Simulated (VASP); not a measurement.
All values below come from r2SCAN meta-GGA, VASP's PBE PAW potentials (set 64) (plane waves; VASP).

The input files of a VASP run:

INCAR:
```
SYSTEM  =  TiB2
PREC  =  Accurate; ENCUT  =  520; LREAL  =  F
LASPH  =  T
EDIFF  =  1E-7; NELM  =  100; ALGO  =  Normal
LMAXMIX  =  4; LMIXTAU  =  T
ISMEAR  =  -5
METAGGA  =  R2SCAN
ISIF  =  2
LWAVE  =  F; LCHARG  =  F; LORBIT  =  11
NEDOS  =  601
LEFG  =  T
```

POSCAR:
```
TiB2
1.0
  1.5130117337  -2.6206132217   0.0000000000
  1.5130117337   2.6206132217   0.0000000000
  0.0000000000   0.0000000000   3.2295490429
Ti B
1 2
Direct
  1.0000000000   0.0000000000   0.0000000000
  0.3333330000   0.6666670000   0.5000000000
  0.6666670000   0.3333330000   0.5000000000
```

**KPOINTS_OPT**
```
k-points along high-symmetry lines
6
Line-mode
Reciprocal
  0.000000   0.000000   0.000000 ! GAMMA
 -0.000000   0.500000   0.000000 ! M

 -0.000000   0.500000   0.000000 ! M
 -0.333333   0.666667   0.000000 ! K

 -0.333333   0.666667   0.000000 ! K
  0.000000   0.000000   0.000000 ! GAMMA

  0.000000   0.000000   0.000000 ! GAMMA
  0.000000   0.000000   0.500000 ! A

  0.000000   0.000000   0.500000 ! A
 -0.000000   0.500000   0.500000 ! L

 -0.000000   0.500000   0.500000 ! L
 -0.333333   0.666667   0.500000 ! H

 -0.333333   0.666667   0.500000 ! H
  0.000000   0.000000   0.500000 ! A

 -0.000000   0.500000   0.500000 ! L
 -0.000000   0.500000   0.000000 ! M

 -0.333333   0.666667   0.500000 ! H
 -0.333333   0.666667   0.000000 ! K
```

**KPOINTS**
```
Automatic mesh
0
Gamma
13 13 11
0 0 0
```

POTCAR, in this order: Ti_sv B (PBE.64 set). Program: vasp_std.

Problem. What will the output report for the number of irreducible k-points (NKPTS), number of bands (NBANDS), largest plane-wave count, number of space-group operations, FFT grid (NGX, NGY, NGZ)?

Solution. 
The number of irreducible k-points (NKPTS) is 126 and the number of bands (NBANDS) comes out as 13. The largest plane-wave count is 721 and the number of space-group operations is 24. The FFT grid (NGX, NGY, NGZ) comes out as 24 × 24 × 24.

The compound is TiB2 in the AlB2 type structure. It was relaxed first.
